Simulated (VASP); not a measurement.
Output of a VASP run:

OSZICAR:
```
       N       E                     dE             d eps       ncg     rms          rms(c)
DAV:   1     0.280242550185E+03    0.28024E+03   -0.22746E+04   960   0.167E+03
DAV:   2    -0.835642208986E+02   -0.36381E+03   -0.35889E+03  1224   0.401E+02
DAV:   3    -0.105764418764E+03   -0.22200E+02   -0.22180E+02  1744   0.954E+01
DAV:   4    -0.106247291380E+03   -0.48287E+00   -0.48267E+00  1280   0.121E+01
DAV:   5    -0.106264863162E+03   -0.17572E-01   -0.17570E-01  1512   0.148E+00    0.308E+01
DAV:   6    -0.857906334196E+02    0.20474E+02   -0.29192E+01  1320   0.400E+01    0.118E+01
DAV:   7    -0.832111732723E+02    0.25795E+01   -0.26751E+00  1192   0.133E+01    0.459E+00
DAV:   8    -0.876586187726E+02   -0.44474E+01   -0.15659E+00  1192   0.112E+01    0.204E+00
DAV:   9    -0.837378140689E+02    0.39208E+01   -0.10515E+00   984   0.834E+00    0.569E-01
DAV:  10    -0.839582204203E+02   -0.22041E+00   -0.17052E-01  1280   0.323E+00    0.614E-01
DAV:  11    -0.839551313044E+02    0.30891E-02   -0.53200E-03  1416   0.433E-01    0.652E-01
DAV:  12    -0.840581171723E+02   -0.10299E+00   -0.23357E-02  1080   0.116E+00    0.323E-01
DAV:  13    -0.841899203604E+02   -0.13180E+00   -0.76921E-02   984   0.277E+00    0.257E-01
DAV:  14    -0.841901128210E+02   -0.19246E-03   -0.17509E-03  1480   0.265E-01    0.224E-01
DAV:  15    -0.841913219016E+02   -0.12091E-02   -0.46115E-04  1152   0.217E-01    0.244E-01
DAV:  16    -0.841925578212E+02   -0.12359E-02   -0.10294E-03  1312   0.222E-01    0.224E-01
DAV:  17    -0.841977608543E+02   -0.52030E-02   -0.16308E-02  1192   0.999E-01    0.652E-01
DAV:  18    -0.841979406747E+02   -0.17982E-03   -0.41805E-03  1048   0.659E-01    0.679E-01
DAV:  19    -0.841974255069E+02    0.51517E-03   -0.48692E-03  1024   0.616E-01    0.377E-01
DAV:  20    -0.841975103480E+02   -0.84841E-04   -0.13529E-03  1232   0.307E-01    0.238E-01
DAV:  21    -0.841975924718E+02   -0.82124E-04   -0.12690E-04  1360   0.102E-01    0.201E-01
DAV:  22    -0.841975511413E+02    0.41331E-04   -0.99306E-05  1400   0.733E-02    0.140E-01
DAV:  23    -0.841975121181E+02    0.39023E-04   -0.30953E-05  1400   0.390E-02    0.101E-01
DAV:  24    -0.841974931816E+02    0.18936E-04   -0.10612E-05  1352   0.229E-02    0.803E-02
DAV:  25    -0.841974847745E+02    0.84071E-05   -0.49320E-06  1376   0.195E-02    0.647E-02
DAV:  26    -0.841974674034E+02    0.17371E-04   -0.29345E-05  1232   0.403E-02    0.204E-02
DAV:  27    -0.841974693138E+02   -0.19104E-05   -0.55979E-06  1448   0.161E-02    0.914E-03
DAV:  28    -0.841974687180E+02    0.59580E-06   -0.27917E-07  1064   0.498E-03    0.544E-03
DAV:  29    -0.841974684461E+02    0.27191E-06   -0.10767E-07   832   0.330E-03    0.390E-03
DAV:  30    -0.841974687210E+02   -0.27490E-06   -0.18582E-07   824   0.327E-03    0.249E-03
DAV:  31    -0.841974687979E+02   -0.76852E-07   -0.11589E-07   592   0.233E-03
   1 F= -.84197469E+02 E0= -.84197469E+02  d E =0.000000E+00
       N       E                     dE             ncg
       N       E                     dE             ncg
       N       E                     dE             ncg
```

**OUTCAR**
```
------------------------ aborting loop because EDIFF is reached ----------------------------------------
  FORCE on cell =-STRESS in cart. coord.  units (eV):
  Direction    XX          YY          ZZ          XY          YZ          ZX
  --------------------------------------------------------------------------------------
  Total        0.0006376      0.0006376      0.0006376      0.0000000     -0.0000000      0.0000000
  in kB        0.0137477      0.0137477      0.0137477      0.0000000     -0.0000000      0.0000000
  external PRESSURE =       0.0137477 kB  Pullay stress =       0.0000000 kB
  volume of cell :       74.30
      direct lattice vectors                 reciprocal lattice vectors
     4.204067676  0.000000000  0.000000000     0.237864867  0.000000000  0.000000000
     0.000000000  4.204067676  0.000000000     0.000000000  0.237864867  0.000000000
     0.000000000  0.000000000  4.204067676     0.000000000  0.000000000  0.237864867
 POSITION                                       TOTAL-FORCE (eV/Angst)
 -----------------------------------------------------------------------------------
      0.00000      0.00000      0.00000         0.000000      0.000000      0.000000
      2.10203      2.10203      2.10203         0.000000      0.000000      0.000000
      2.10203      0.00000      2.10203         0.000000      0.000000      0.000000
      0.00000      2.10203      2.10203         0.000000      0.000000      0.000000
      2.10203      2.10203      0.00000         0.000000      0.000000      0.000000
 -----------------------------------------------------------------------------------
    total drift:                                0.000000     -0.000000     -0.000000
  FREE ENERGIE OF THE ION-ELECTRON SYSTEM (eV)
  ---------------------------------------------------
  free  energy   TOTEN  =       -84.1974687979 eV

  energy  without entropy=      -84.1974687979  energy(sigma->0) =      -84.19746880

 total charge

# of ion       s       p       d       tot
------------------------------------------
    1        2.010   5.642   0.245   7.898
    2        2.190   6.082   1.349   9.621
    3        1.564   3.508   0.000   5.072
    4        1.564   3.508   0.000   5.072
    5        1.564   3.508   0.000   5.072
--------------------------------------------------
tot          8.893  22.248   1.594  32.734

 Electric field gradients after diagonalization (V/A^2)
 (convention: |V_zz| > |V_xx| > |V_yy|)
----------------------------------------------------------------------
 ion       V_xx      V_yy      V_zz     asymmetry (V_yy - V_xx)/ V_zz
----------------------------------------------------------------------
   1      -0.000    -0.000    -0.000      -0.322
   2       0.000     0.000    -0.000       0.267
   3       7.077     7.077   -14.153       0.000
   4       7.077     7.077   -14.153       0.000
   5       7.077     7.077   -14.153       0.000
```
(Selected blocks of OUTCAR.)

**POSCAR**
```
BaZrO3
1
    4.2040676758    -0.0000000000    -0.0000000000
    0.0000000000     4.2040676758    -0.0000000000
   -0.0000000000     0.0000000000     4.2040676758
Ba Zr O
1 1 3
Direct
  0.0000000000   0.0000000000   0.0000000000
  0.5000000000   0.5000000000   0.5000000000
  0.5000000000   0.0000000000   0.5000000000
  0.0000000000   0.5000000000   0.5000000000
  0.5000000000   0.5000000000   0.0000000000
```

Task: Write an INCAR and KPOINTS that could have produced this output.

Result: Several could match; the one computed here: the input of the run itself, r2SCAN+rVV10, plane waves, VASP's PBE PAW potentials (set 64).

### KPOINTS_OPT
```
k-points along high-symmetry lines
10
Line-mode
Reciprocal
  0.000000   0.000000   0.000000 ! GAMMA
  0.000000   0.500000   0.000000 ! X

  0.000000   0.500000   0.000000 ! X
  0.500000   0.500000   0.000000 ! M

  0.500000   0.500000   0.000000 ! M
  0.000000   0.000000   0.000000 ! GAMMA

  0.000000   0.000000   0.000000 ! GAMMA
  0.500000   0.500000   0.500000 ! R

  0.500000   0.500000   0.500000 ! R
  0.000000   0.500000   0.000000 ! X

  0.500000   0.500000   0.500000 ! R
  0.500000   0.500000   0.000000 ! M
```

**INCAR**
```
SYSTEM = BaZrO3
PREC = Accurate; ENCUT = 520; LREAL = F
LASPH = T
EDIFF = 1E-7; NELM = 100; ALGO = Normal
LMAXMIX = 4; LMIXTAU = T
ISMEAR = -5
METAGGA = R2SCAN; LUSE_VDW = T; BPARAM = 11.95
CPARAM = 0.0093
ISIF = 2
LWAVE = F; LCHARG = F; LORBIT = 11
NEDOS = 601
LEFG = T
```

**KPOINTS**
```
Automatic mesh
0
Gamma
6 6 6
0 0 0
```

POTCAR, in this order: Ba_sv Zr_sv O (PBE.64 set). Program: vasp_std.

The compound is BaZrO3 in the cubic perovskite structure. It was relaxed first.
